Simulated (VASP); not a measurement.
Data:

```
CELL_PARAMETERS angstrom
      0.00000     2.78504     2.78504
      2.78504     0.00000     2.78504
      2.78504     2.78504     0.00000
ATOMIC_POSITIONS crystal
  Na 0.00000 0.00000 0.00000
  Cl 0.50000 0.50000 0.50000
```

Calculation: PW91 GGA, VASP's PBE PAW potentials (set 64) (plane waves; VASP). Settings: 520 eV cut-off, 8×8×8 Γ-centred mesh, Gaussian smearing of 0.050 eV, potentials Na_pv Cl.

Q: Estimate the energy per atom (σ→0), pressure, band gap (on the k-mesh) with the smallest direct gap where there is one.

A: 
The band gap (on the k-mesh) comes out as 5.27 eV, the smallest direct gap (on the k-mesh) is 5.27 eV and the energy per atom (σ→0) is -3.409 eV/atom. The pressure is 1.78 GPa.

Total energies compare only between runs with the same potentials, cut-off and functional.

The compound is NaCl in the rock salt structure. This cell is one point of a volume scan, at 0.94 of the reference volume.
